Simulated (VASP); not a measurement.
```
Cd2STe
1.0
    4.34429     0.00000     0.00000
   -2.17215     3.76227     0.00000
    0.00000     0.00000     7.13586
Cd Te S
2 1 1
Direct
  0.66667   0.33333   0.47229
  0.00000   0.00000   0.02498
  0.00000   0.00000   0.63122
  0.66667   0.33333   0.11951
```

Level of theory: PBEsol GGA, VASP's PBE PAW potentials (set 64) (plane waves; VASP). Run with 400 eV cut-off, Gaussian smearing of 0.050 eV, potentials Cd Te S.

### Question
Give the energies of bands 13 to 21 at the high-symmetry points, in eV from the Fermi level.

### Answer

| band | Γ | M | K | A | L | H |
|---|---|---|---|---|---|---|
| 13 | -5.02 | -4.83 | -4.50 | -3.34 | -5.00 | -4.89 |
| 14 | -1.70 | -4.20 | -4.26 | -3.19 | -4.64 | -4.54 |
| 15 | -1.70 | -3.27 | -3.73 | -1.62 | -2.50 | -3.41 |
| 16 | -0.74 | -2.66 | -2.69 | -1.62 | -2.25 | -2.63 |
| 17 | 0.00 | -1.93 | -2.25 | -0.12 | -1.63 | -2.01 |
| 18 | 0.00 | -0.96 | -2.15 | -0.12 | -1.22 | -1.35 |
| 19 | 0.00 | 2.21 | 3.23 | 1.25 | 1.99 | 2.80 |
| 20 | 2.12 | 2.71 | 3.48 | 2.65 | 2.38 | 3.09 |
| 21 | 4.91 | 3.89 | 4.21 | 4.31 | 3.68 | 4.27 |

It has no gap at this level: it comes out as a metal or semimetal.

The structure comes from a computed database's Cd2TeS entry (P3m1); how it stands against other phases isn't given here. It was relaxed first, which changed the volume by -6 %.
